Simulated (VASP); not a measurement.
A convergence study with VASP on HfO$_{2}$ (fluorite): a few settings are varied, all else stays as given below, so the limit is that of these other settings. The cell's lengths are 1 % over those of the tabulated start and one atom is moved, so it is off equilibrium.

```xyz
3
Lattice="0.0000 2.5654 2.5654 2.5654 0.0000 2.5654 2.5654 2.5654 0.0000" Properties=species:S:1:pos:R:3 pbc="T T T"
Hf     0.0000     0.0000     0.0000
O      1.2827     1.2827     1.2827
O      3.9087     3.8481     3.8481
```

Calculation: LDA (Ceperley-Alder, Perdew-Zunger), VASP's LDA PAW potentials (set 64) (plane waves; VASP). The last row used: LREAL = Auto, 700 eV cut-off, 6×6×6 Γ-centred mesh, Gaussian smearing of 0.050 eV, potentials Hf_pv O.

Unless said otherwise, spin-orbit coupling is left out, though it shifts the bands of the heavy elements here. Gaps are read on the run's mesh, which can miss a band edge.

```tsv
setting	E (eV/atom)	pressure (GPa)	largest force (eV/Å)	gap on the mesh (eV)	plane waves
ENCUT = 400, LREAL = .FALSE., PREC = Normal	-10.9670	-26.44	0.529	3.503	636
ENCUT = 500, LREAL = .FALSE., PREC = Normal	-10.9520	-20.93	0.535	3.493	881
ENCUT = 600, LREAL = .FALSE., PREC = Normal	-10.9538	-21.15	0.535	3.494	1158
ENCUT = 700, LREAL = .FALSE., PREC = Normal	-10.9564	-21.17	0.535	3.496	1435
ENCUT = 500, LREAL = .FALSE., PREC = Accurate	-10.9519	-20.95	0.535	3.493	881
ENCUT = 600, LREAL = .FALSE., PREC = Accurate	-10.9538	-21.14	0.535	3.494	1158
ENCUT = 400, LREAL = Auto, PREC = Normal	-10.9665	-26.43	0.527	3.503	636
ENCUT = 500, LREAL = Auto, PREC = Normal	-10.9502	-21.00	0.510	3.492	881
ENCUT = 600, LREAL = Auto, PREC = Normal	-10.9539	-21.14	0.532	3.494	1158
ENCUT = 700, LREAL = Auto, PREC = Normal	-10.9562	-21.32	0.541	3.496	1435
ENCUT = 400, LREAL = Auto, PREC = Accurate	-10.9657	-26.52	0.531	3.503	636
ENCUT = 500, LREAL = Auto, PREC = Accurate	-10.9526	-20.96	0.532	3.493	881
ENCUT = 600, LREAL = Auto, PREC = Accurate	-10.9540	-21.14	0.535	3.494	1158
ENCUT = 700, LREAL = Auto, PREC = Accurate	-10.9568	-21.08	0.535	3.496	1435
```

Left out are rungs that failed or repeat a setting and relaxations that didn't move; long series are thinned to 24 rows.

The compound is HfO2 in the fluorite structure, the high-temperature cubic form, which is unstable at 0 K; the monoclinic form is the stable one. The cell was not relaxed at this level, it is distorted from the ideal structure.
